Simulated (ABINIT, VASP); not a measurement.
An input for ABINIT (LDA (PW92), PAW (JTH v2.0 LDA PAW)):

```
# InSe, JTH v2.0 LDA PAW
pp_dirpath "./"
pseudos "In.LDA_PW-JTH.xml, Se.LDA_PW-JTH.xml"
acell 3*1.0 Angstrom
rprim
         2.0233451902    1.1681788902    8.6085230000
        -2.0233451902    1.1681788902    8.6085230000
        -0.0000000000   -2.3363577804    8.6085230000
natom 4
ntypat 2
znucl 49 34
typat 1 1 2 2
xcart
        -0.0000000000    0.0000000000    2.8498515392
        -0.0000000000    0.0000000000    0.0472607913
        -0.0000000000    0.0000000000   16.0044408417
        -0.0000000000    0.0000000000   21.3269356592
      Angstrom
ecut 544 eV
pawecutdg 1088 eV
pawxcdev 0
occopt 1
nband 22
kptopt 1
ngkpt 4 4 4
nshiftk 1
shiftk 0 0 0
nstep 50
toldfe 1.0e-09
diemac 4
prtwf 0
prtden 0
prtvol 1
enunit 2
```

Question: Write the VASP files for the same calculation.

Answer: One set of files that does it:

### INCAR
```
SYSTEM = InSe
PREC = Accurate
ENCUT = 300
EDIFF = 1E-6
NELM = 100
ALGO = Normal
LREAL = .FALSE.
LASPH = .TRUE.
ISMEAR = 0
SIGMA = 0.01
LMAXMIX = 4
LWAVE = .FALSE.
LCHARG = .FALSE.
ISIF = 2
```

POSCAR:
```
InSe
1
    2.0233450000     1.1681790000     8.6085230000
   -2.0233450000     1.1681790000     8.6085230000
    0.0000000000    -2.3363580000     8.6085230000
In Se
2 2
Direct
  0.1103500000   0.1103500000   0.1103500000
  0.0018300000   0.0018300000   0.0018300000
  0.6197130000   0.6197130000   0.6197130000
  0.8258070000   0.8258070000   0.8258070000
```

### KPOINTS
```
Automatic mesh
0
Gamma
4 4 4
0 0 0
```

POTCAR, in this order: In_d Se (LDA.64 set). Program: vasp_std.

Both inputs were run and reached self-consistency, which says nothing on mesh or cut-off. Potentials, basis and cut-offs are each code's own, so they don't translate, and total energies aren't comparable.

Fixed occupations appear in VASP as a very narrow Gaussian smearing.

VASP's LDA is the Perdew-Zunger fit; the other code's may be Perdew-Wang, which differs slightly.

The structure comes from a computed database's InSe entry (R3m); how it stands against other phases isn't given here. The cell was not relaxed at this level, and it may have been scaled.
